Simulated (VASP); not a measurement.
Input:

```
CELL_PARAMETERS angstrom
      2.49324     0.00000     0.00000
     -1.24662     2.15921     0.00000
      0.00000     0.00000     6.67924
ATOMIC_POSITIONS crystal
  Cu 0.33333 0.66667 0.04990
  Cu 0.66667 0.33333 0.54990
  F  0.33333 0.66667 0.32510
  F  0.66667 0.33333 0.82510
```

The numbers are results of PBEsol GGA, VASP's PBE PAW potentials (set 64) (plane waves; VASP 6.6.1), not measurements. Numerical set-up: 620 eV cut-off, 10×10×4 Γ-centred mesh, Gaussian smearing of 0.050 eV, potentials Cu F.

Energy and stress use the plane-wave basis of the starting cell.

Task: The ions, cell shape and volume at an external pressure of 45.0 GPa are relaxed. Which structure does the run end with?

Result: 
```
CELL_PARAMETERS angstrom
      2.43156     0.00000     0.00000
     -1.21578     2.10579     0.00000
      0.00000     0.00000     6.62521
ATOMIC_POSITIONS crystal
  Cu 0.33333 0.66667 0.05038
  Cu 0.66667 0.33333 0.55038
  F  0.33333 0.66667 0.32462
  F  0.66667 0.33333 0.82462
```
Space group P6_3mc (186), at a tolerance of 0.03 Å.

Task: How do energy and volume change from the first to the last step?

Result: The energy (σ→0) changes by +117.6 meV/atom and the volume by -5.7 %, in 8 ionic steps.

```json
[
 {"step": "1", "E(σ→0) (eV)": "-15.3777", "max force (eV/Å)": "0.018", "pressure (GPa)": "29.90", "volume (Å³)": "35.96"},
 {"step": "2", "E(σ→0) (eV)": "-14.0913", "max force (eV/Å)": "0.077", "pressure (GPa)": "72.01", "volume (Å³)": "31.73"},
 {"step": "3", "E(σ→0) (eV)": "-14.9587", "max force (eV/Å)": "0.042", "pressure (GPa)": "44.63", "volume (Å³)": "34.14"},
 {"step": "4", "E(σ→0) (eV)": "-14.9487", "max force (eV/Å)": "0.042", "pressure (GPa)": "44.94", "volume (Å³)": "34.11"},
 {"step": "5", "E(σ→0) (eV)": "-14.8914", "max force (eV/Å)": "0.239", "pressure (GPa)": "45.32", "volume (Å³)": "33.88"},
 {"step": "6", "E(σ→0) (eV)": "-14.9101", "max force (eV/Å)": "0.166", "pressure (GPa)": "45.10", "volume (Å³)": "33.94"},
 {"step": "7", "E(σ→0) (eV)": "-14.9056", "max force (eV/Å)": "0.048", "pressure (GPa)": "44.96", "volume (Å³)": "33.92"},
 {"step": "8", "E(σ→0) (eV)": "-14.9072", "max force (eV/Å)": "0.000", "pressure (GPa)": "44.98", "volume (Å³)": "33.92"}
]
```

The structure was generated: CuF was put into the wurtzite type (P6_3mc), which need not be its known phase. This run relaxes it under an external pressure of 45 GPa. Symmetry was kept, so distortions that lower it aren't found.
